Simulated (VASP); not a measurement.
A convergence study with VASP on Li2O (antifluorite): one setting is varied, all else stays as given below, so the limit is that of these other settings. Each run relaxes cell and ions from the cell shown.

```xyz
3
Lattice="0.0000 2.3100 2.3100 2.3100 0.0000 2.3100 2.3100 2.3100 0.0000" Properties=species:S:1:pos:R:3 pbc="T T T"
Li     1.1550     1.1550     1.1550
Li     3.4650     3.4650     3.4650
O      0.0000     0.0000     0.0000
```

Calculation: PBE GGA, VASP's PBE PAW potentials (set 64) (plane waves; VASP). The tightest run used: 700 eV cut-off, 12×12×12 Γ-centred mesh, Gaussian smearing of 0.050 eV, potentials Li_sv O.

Gaps are read on the run's mesh, which can miss a band edge.

The settings run are 2×2×2 mesh; 4×4×4 mesh; 5×5×5 mesh; 6×6×6 mesh; 7×7×7 mesh; 8×8×8 mesh; 9×9×9 mesh; 10×10×10 mesh; 11×11×11 mesh; 12×12×12 mesh. From which on does the relaxed volume stay within 0.1 Å³/atom of the tightest run?

From 4×4×4 mesh on: it is off by 0.001 there and by no more than 0.1 in any finer run, while 2×2×2 mesh is off by 0.238.
```json
[
 {"setting": "2×2×2 mesh", "relaxed volume (Å³/atom)": "8.446", "E (eV/atom)": "-4.6542", "gap on the mesh (eV)": "4.740", "irreducible k-points": "3", "difference judged (Å³/atom)": "0.238"},
 {"setting": "4×4×4 mesh", "relaxed volume (Å³/atom)": "8.208", "E (eV/atom)": "-4.7841", "gap on the mesh (eV)": "4.977", "irreducible k-points": "8", "difference judged (Å³/atom)": "0.001"},
 {"setting": "5×5×5 mesh", "relaxed volume (Å³/atom)": "8.208", "E (eV/atom)": "-4.7849", "gap on the mesh (eV)": "5.280", "irreducible k-points": "10", "difference judged (Å³/atom)": "0.000"},
 {"setting": "6×6×6 mesh", "relaxed volume (Å³/atom)": "8.208", "E (eV/atom)": "-4.7851", "gap on the mesh (eV)": "4.979", "irreducible k-points": "16", "difference judged (Å³/atom)": "0.000"},
 {"setting": "7×7×7 mesh", "relaxed volume (Å³/atom)": "8.207", "E (eV/atom)": "-4.7850", "gap on the mesh (eV)": "5.144", "irreducible k-points": "20", "difference judged (Å³/atom)": "0.000"},
 {"setting": "8×8×8 mesh", "relaxed volume (Å³/atom)": "8.208", "E (eV/atom)": "-4.7851", "gap on the mesh (eV)": "4.979", "irreducible k-points": "29", "difference judged (Å³/atom)": "0.000"},
 {"setting": "9×9×9 mesh", "relaxed volume (Å³/atom)": "8.207", "E (eV/atom)": "-4.7851", "gap on the mesh (eV)": "5.080", "irreducible k-points": "35", "difference judged (Å³/atom)": "0.000"},
 {"setting": "10×10×10 mesh", "relaxed volume (Å³/atom)": "8.207", "E (eV/atom)": "-4.7851", "gap on the mesh (eV)": "4.979", "irreducible k-points": "47", "difference judged (Å³/atom)": "0.000"},
 {"setting": "11×11×11 mesh", "relaxed volume (Å³/atom)": "8.207", "E (eV/atom)": "-4.7851", "gap on the mesh (eV)": "5.048", "irreducible k-points": "56", "difference judged (Å³/atom)": "0.000"},
 {"setting": "12×12×12 mesh", "relaxed volume (Å³/atom)": "8.207", "E (eV/atom)": "-4.7851", "gap on the mesh (eV)": "4.979", "irreducible k-points": "72", "difference judged (Å³/atom)": "0.000"}
]
```

Left out are rungs that failed or repeat a setting and relaxations that didn't move; long series are thinned to 24 rows.

The compound is Li2O in the antifluorite structure.
